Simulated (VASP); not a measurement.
Given:

```xyz
2
Lattice="0.0000 2.7343 2.7343 2.7343 0.0000 2.7343 2.7343 2.7343 0.0000" Properties=species:S:1:pos:R:3 pbc="T T T"
Si     0.0000     0.0000     0.0000
Si     1.3671     1.3671     1.3671
```

Calculation: PBE GGA, VASP's PBE PAW potentials (set 64) (plane waves; VASP 6.6.1). Settings: 520 eV cut-off, Gaussian smearing of 0.050 eV, potentials Si.

Problem. What does the run give for the band gap (along the path) with the smallest direct gap where there is one?

Solution. 
The band gap (along the path) is 0.61 eV and the smallest direct gap (along the path) comes out as 2.56 eV.

The absolute energy has meaning only against runs of the same code, potentials and settings.

The compound is Si in the diamond structure. It was relaxed first.
